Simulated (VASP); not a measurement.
Level of theory: PBE GGA with D4 dispersion, VASP's PBE PAW potentials (set 64) (plane waves; VASP 6.6.1).

VASP input:

File POSCAR:
```
MnS
1.0
  4.9969232599   2.4924954606   2.4924954606
  2.4924954606   4.9969232599   2.4924954606
  2.4924954606   2.4924954606   4.9969232599
Mn S
2 2
direct
  0.0000000000   0.0000000000   0.0000000000
  0.5000000000   0.5000000000   0.5000000000
  0.2500000000   0.2500000000   0.2500000000
  0.7500000000   0.7500000000   0.7500000000
```

### INCAR
```
SYSTEM  =  MnS
PREC  =  Accurate; ENCUT  =  520; LREAL  =  .FALSE.
LASPH  =  .TRUE.
EDIFF  =  1E-7; NELM  =  100; ALGO  =  Normal
LMAXMIX  =  4
ISMEAR  =  0; SIGMA  =  0.05
GGA  =  PE; IVDW  =  13
MAGMOM  =  4.1 -4.1 2*0.0
ISPIN  =  2
IBRION  =  2; NSW  =  30; ISIF  =  4
EDIFFG  =  -0.01
LWAVE  =  .FALSE.; LCHARG  =  .FALSE.; LORBIT  =  10
```

File KPOINTS:
```
Automatic mesh
0
Gamma
7 7 7
0 0 0
```

POTCAR, in this order: Mn_pv S (PBE.64 set). Program: vasp_std.

Output

**OSZICAR**
```
       N       E                     dE             d eps       ncg     rms          rms(c)
DAV:   1     0.389428767958E+03    0.38943E+03   -0.21512E+04  4240   0.183E+03
DAV:   2     0.518062104328E+01   -0.38425E+03   -0.37873E+03  4076   0.497E+02
DAV:   3    -0.294316651891E+02   -0.34612E+02   -0.34013E+02  5744   0.138E+02
DAV:   4    -0.304647067444E+02   -0.10330E+01   -0.10249E+01  4692   0.228E+01
DAV:   5    -0.304877306429E+02   -0.23024E-01   -0.23020E-01  5074   0.390E+00    0.180E+01
DAV:   6    -0.284298659496E+02    0.20579E+01   -0.27696E+01  5276   0.497E+01    0.161E+01
DAV:   7    -0.283282607283E+02    0.10161E+00   -0.29744E+00  4982   0.205E+01    0.932E+00
DAV:   8    -0.283491352996E+02   -0.20875E-01   -0.32736E-01  5273   0.499E+00    0.444E+00
DAV:   9    -0.283343886010E+02    0.14747E-01   -0.67845E-02  5403   0.251E+00    0.356E-01
DAV:  10    -0.283366621341E+02   -0.22735E-02   -0.13496E-02  5079   0.773E-01    0.212E-01
DAV:  11    -0.283367058605E+02   -0.43726E-04   -0.88149E-04  4701   0.241E-01    0.132E-01
DAV:  12    -0.283367466627E+02   -0.40802E-04   -0.25155E-04  5043   0.958E-02    0.999E-02
DAV:  13    -0.283367729113E+02   -0.26249E-04   -0.25983E-05  4559   0.349E-02    0.541E-02
DAV:  14    -0.283367788190E+02   -0.59077E-05   -0.12484E-05  4489   0.303E-02    0.116E-02
DAV:  15    -0.283367799150E+02   -0.10960E-05   -0.10012E-06  5168   0.917E-03    0.341E-03
DAV:  16    -0.283367799471E+02   -0.32121E-07   -0.10166E-07  2942   0.224E-03
   1 F= -.30136334E+02 E0= -.30136334E+02  d E =-.301363E+02  mag=    -0.0000
       N       E                     dE             d eps       ncg     rms          rms(c)
DAV:   1    -0.283381029770E+02   -0.13231E-02   -0.52189E-02  4076   0.193E+00    0.261E-01
DAV:   2    -0.283374195734E+02    0.68340E-03   -0.13775E-03  4602   0.373E-01    0.150E-01
DAV:   3    -0.283372034496E+02    0.21612E-03   -0.26242E-04  5667   0.173E-01    0.807E-02
DAV:   4    -0.283371730466E+02    0.30403E-04   -0.73589E-05  5237   0.660E-02    0.215E-02
DAV:   5    -0.283371734045E+02   -0.35787E-06   -0.34251E-06  4639   0.181E-02    0.135E-02
DAV:   6    -0.283371735938E+02   -0.18929E-06   -0.34322E-07  4072   0.486E-03    0.507E-03
DAV:   7    -0.283371736102E+02   -0.16409E-07   -0.72709E-08  3025   0.257E-03
   2 F= -.30136725E+02 E0= -.30136725E+02  d E =-.391076E-03  mag=    -0.0000
       N       E                     dE             d eps       ncg     rms          rms(c)
DAV:   1    -0.283396227983E+02   -0.24492E-02   -0.12169E-01  4076   0.294E+00    0.398E-01
DAV:   2    -0.283380309027E+02    0.15919E-02   -0.32108E-03  4590   0.568E-01    0.229E-01
DAV:   3    -0.283375274740E+02    0.50343E-03   -0.61238E-04  5648   0.264E-01    0.123E-01
DAV:   4    -0.283374568815E+02    0.70592E-04   -0.17128E-04  5252   0.102E-01    0.329E-02
DAV:   5    -0.283374577184E+02   -0.83686E-06   -0.82543E-06  4812   0.286E-02    0.206E-02
DAV:   6    -0.283374581361E+02   -0.41767E-06   -0.83420E-07  4766   0.749E-03    0.779E-03
DAV:   7    -0.283374581738E+02   -0.37780E-07   -0.15042E-07  3481   0.354E-03
   3 F= -.30137001E+02 E0= -.30137001E+02  d E =-.666353E-03  mag=    -0.0000
```

File OUTCAR:
```
------------------------ aborting loop because EDIFF is reached ----------------------------------------
  Edisp (eV):   -1.79954
  FORCE on cell =-STRESS in cart. coord.  units (eV):
  Direction    XX          YY          ZZ          XY          YZ          ZX
  --------------------------------------------------------------------------------------
  Total       1.00418     1.00418     1.00418    -0.00878    -0.00878    -0.00878
  in kB      25.69745    25.69745    25.69745    -0.22457    -0.22457    -0.22457
  external pressure =       25.70 kB  Pullay stress =        0.00 kB
  volume of cell :       62.61
      direct lattice vectors                 reciprocal lattice vectors
     4.984683580  2.474076211  2.474076211     0.299098722 -0.099211270 -0.099211270
     2.474076211  4.984683580  2.474076211    -0.099211270  0.299098722 -0.099211270
     2.474076211  2.474076211  4.984683580    -0.099211270 -0.099211270  0.299098722
 POSITION                                       TOTAL-FORCE (eV/Angst)
 -----------------------------------------------------------------------------------
      0.00000      0.00000      0.00000         0.000000      0.000000      0.000000
      4.96642      4.96642      4.96642        -0.000000      0.000000     -0.000000
      2.48321      2.48321      2.48321        -0.000000     -0.000000     -0.000000
      7.44963      7.44963      7.44963        -0.000000     -0.000000      0.000000
 -----------------------------------------------------------------------------------
    total drift:                                0.000000     -0.000000     -0.000000
  FREE ENERGIE OF THE ION-ELECTRON SYSTEM (eV)
  ---------------------------------------------------
  free  energy   TOTEN  =       -30.1370006093 eV

  energy  without entropy=      -30.1370006092  energy(sigma->0) =      -30.13700061

 total charge

# of ion       s       p       d       tot
------------------------------------------
    1        0.233   6.199   5.005  11.436
    2        0.233   6.199   5.005  11.436
    3        1.326   2.445   0.000   3.770
    4        1.326   2.445   0.000   3.770
--------------------------------------------------
tot          3.116  17.288  10.009  30.413

 magnetization (x)

# of ion       s       p       d       tot
------------------------------------------
    1        0.015   0.015   4.004   4.034
    2       -0.015  -0.015  -4.004  -4.034
    3        0.000   0.000   0.000   0.000
    4        0.000   0.000   0.000   0.000
--------------------------------------------------
tot          0.000   0.000   0.000   0.000

 reached required accuracy - stopping structural energy minimisation
```
(Selected blocks of OUTCAR.)

CONTCAR:
```
MnS
   1.00000000000000
     4.9846835801434271    2.4740762114092907    2.4740762114092907
     2.4740762114092907    4.9846835801434271    2.4740762114092907
     2.4740762114092907    2.4740762114092907    4.9846835801434271
  Mn              S
     2     2
Direct
     0.0000000000000000    0.0000000000000000    0.0000000000000000
     0.5000000000000000    0.5000000000000000    0.5000000000000000
     0.2500000000000000    0.2500000000000000    0.2500000000000000
     0.7500000000000000    0.7500000000000000    0.7500000000000000
```

The compound is MnS in the rock salt, AFM-II order structure. This cell is one point of a volume scan, at 0.97 of the reference volume. Symmetry was kept, so distortions that lower it aren't found.
